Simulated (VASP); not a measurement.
Data:

```
CELL_PARAMETERS angstrom
      0.00000     3.06359     3.06359
      3.06359     0.00000     3.06359
      3.06359     3.06359     0.00000
ATOMIC_POSITIONS crystal
  Ga 0.00000 0.00000 0.00000
  Sb 0.25000 0.25000 0.25000
```

Computed with r2SCAN meta-GGA, VASP's PBE PAW potentials (set 64) (plane waves; VASP 6.6.1). Numerical set-up: 480 eV cut-off, 8×8×8 Γ-centred mesh, Gaussian smearing of 0.050 eV, potentials Ga_d Sb.

Unless said otherwise, spin-orbit coupling is left out, though it shifts the bands of the heavy elements here.

Each row applies one change to this cell, which was relaxed at other settings and keeps the small stress of the first row; at a fixed cut-off the stress holds a Pulay part, so it need not integrate to ΔE exactly. Stress is in GPa, positive when the cell is compressed; gaps are those on the k-mesh, and 0.00 means metallic.

| change | ΔE (meV/atom) | σxx | σyy | σzz | largest shear component, with its sign (GPa) | gap (eV) |
|---|---|---|---|---|---|---|
| none | 0.0 | 0.21 | 0.21 | 0.21 | 0.00 | 0.42 |
| isotropic strain of -1.0 % | 5.7 | 1.97 | 1.97 | 1.97 | 0.00 | 0.65 |
| shear strain γ_yz = +0.5 % | 0.1 | 0.21 | 0.21 | 0.21 | -0.30 | 0.41 |
| uniaxial strain of -3.0 % along z | 8.4 | 1.49 | 1.49 | 2.93 | 0.00 | 0.52 |
| isotropic strain of +1.0 % | 3.1 | -1.31 | -1.31 | -1.31 | 0.00 | 0.19 |

Failed runs are left out, and for metals the shear rows, which the mesh's noise covers.

The compound is GaSb in the zinc blende structure.
